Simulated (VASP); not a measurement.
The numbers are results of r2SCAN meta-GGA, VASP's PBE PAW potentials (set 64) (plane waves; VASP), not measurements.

A VASP calculation is set up with these files.

### POSCAR
```
Rb
1
   -2.8765807231     2.8765807231     2.8765807231
    2.8765807231    -2.8765807231     2.8765807231
    2.8765807231     2.8765807231    -2.8765807231
Rb
1
Direct
  0.0000000000   0.0000000000   0.0000000000
```

KPOINTS:
```
Automatic mesh
0
Gamma
10 10 10
0 0 0
```

INCAR:
```
ALGO = Normal
EDIFF = 1E-5
EDIFFG = -0.03
ENCUT = 400
IBRION = 2
ISIF = 2
ISMEAR = 1
LASPH = .True.
LCHARG = .False.
LMAXMIX = 4
LMIXTAU = .True.
LREAL = .False.
LWAVE = .False.
METAGGA = R2SCAN
NELM = 100
NELMIN = 4
NSW = 20
PREC = Normal
SIGMA = 0.1
SYSTEM = Rb
```

POTCAR, in this order: Rb_sv (PBE.64 set). Program: vasp_std.

The resulting files:

**OSZICAR**
```
       N       E                     dE             d eps       ncg     rms          rms(c)
DAV:   1     0.276900914477E+02    0.27690E+02   -0.29947E+03   752   0.678E+02
DAV:   2    -0.144842902691E+02   -0.42174E+02   -0.41738E+02   784   0.141E+02
DAV:   3    -0.169339158590E+02   -0.24496E+01   -0.24475E+01  1080   0.381E+01
DAV:   4    -0.170134187585E+02   -0.79503E-01   -0.79661E-01  1256   0.555E+00
DAV:   5    -0.170138680485E+02   -0.44929E-03   -0.44908E-03  1208   0.323E-01    0.950E-01
DAV:   6    -0.145272145612E+02    0.24867E+01   -0.12299E+00   752   0.568E+00    0.773E-01
DAV:   7    -0.136205275595E+02    0.90669E+00   -0.30836E-01   768   0.542E+00    0.603E-01
DAV:   8    -0.140943297977E+02   -0.47380E+00   -0.16406E-01   752   0.469E+00    0.410E-01
DAV:   9    -0.136373798135E+02    0.45695E+00   -0.10166E-01   752   0.360E+00    0.152E-01
DAV:  10    -0.139007598115E+02   -0.26338E+00   -0.30661E-01   832   0.434E+00    0.153E-01
DAV:  11    -0.139010020816E+02   -0.24227E-03   -0.47866E-03  1240   0.594E-01    0.149E-01
DAV:  12    -0.139149196998E+02   -0.13918E-01   -0.73980E-04   952   0.303E-01    0.133E-01
DAV:  13    -0.139137732428E+02    0.11465E-02   -0.17337E-04  1072   0.161E-01    0.138E-01
DAV:  14    -0.139268605266E+02   -0.13087E-01   -0.15196E-02   760   0.158E+00    0.162E-01
DAV:  15    -0.139328771089E+02   -0.60166E-02   -0.20905E-03   800   0.676E-01    0.135E-01
DAV:  16    -0.139236395719E+02    0.92375E-02   -0.58639E-03   776   0.121E+00    0.816E-02
DAV:  17    -0.139154955489E+02    0.81440E-02   -0.59947E-03   752   0.762E-01    0.368E-02
DAV:  18    -0.139154733727E+02    0.22176E-04   -0.15300E-03   912   0.380E-01    0.471E-02
DAV:  19    -0.139174119083E+02   -0.19385E-02   -0.27343E-03   768   0.489E-01    0.532E-02
DAV:  20    -0.139173015712E+02    0.11034E-03   -0.69252E-04   800   0.318E-01    0.626E-02
DAV:  21    -0.139166786298E+02    0.62294E-03   -0.20865E-04   840   0.159E-01    0.439E-02
DAV:  22    -0.139164471813E+02    0.23145E-03   -0.46909E-04   784   0.268E-01    0.354E-02
DAV:  23    -0.139165970995E+02   -0.14992E-03   -0.18128E-04   840   0.138E-01    0.294E-02
DAV:  24    -0.139165021445E+02    0.94955E-04   -0.58917E-05   792   0.838E-02    0.278E-02
DAV:  25    -0.139164630560E+02    0.39089E-04   -0.31868E-05   880   0.717E-02    0.160E-02
DAV:  26    -0.139164790398E+02   -0.15984E-04   -0.25821E-05   816   0.634E-02    0.149E-02
DAV:  27    -0.139164971342E+02   -0.18094E-04   -0.22132E-05   816   0.540E-02    0.124E-02
DAV:  28    -0.139164255793E+02    0.71555E-04   -0.82585E-05   784   0.850E-02    0.644E-03
DAV:  29    -0.139164200025E+02    0.55767E-05   -0.88496E-06  1000   0.354E-02
   1 F= -.13916420E+02 E0= -.13916113E+02  d E =-.139164E+02
```

OUTCAR:
```
------------------------ aborting loop because EDIFF is reached ----------------------------------------
  FORCE on cell =-STRESS in cart. coord.  units (eV):
  Direction    XX          YY          ZZ          XY          YZ          ZX
  --------------------------------------------------------------------------------------
  Total       -0.0032023     -0.0032023     -0.0032023     -0.0000000     -0.0000000     -0.0000000
  in kB       -0.0538874     -0.0538874     -0.0538874     -0.0000000     -0.0000000     -0.0000000
  external PRESSURE =      -0.0538874 kB  Pullay stress =       0.0000000 kB
  volume of cell :       95.21
      direct lattice vectors                 reciprocal lattice vectors
    -2.876580723  2.876580723  2.876580723     0.000000000  0.173817476  0.173817476
     2.876580723 -2.876580723  2.876580723     0.173817476  0.000000000  0.173817476
     2.876580723  2.876580723 -2.876580723     0.173817476  0.173817476  0.000000000
 POSITION                                       TOTAL-FORCE (eV/Angst)
 -----------------------------------------------------------------------------------
      0.00000      0.00000      0.00000         0.000000     -0.000000     -0.000000
 -----------------------------------------------------------------------------------
    total drift:                                0.000000      0.000000      0.000000
  FREE ENERGIE OF THE ION-ELECTRON SYSTEM (eV)
  ---------------------------------------------------
  free  energy   TOTEN  =       -13.9164200025 eV

  energy  without entropy=      -13.9155002520  energy(sigma->0) =      -13.91611342

 reached required accuracy - stopping structural energy minimisation
```
(Selected blocks of OUTCAR.)

The compound is Rb in the bcc structure. It was relaxed first, which changed the volume by +6 %.
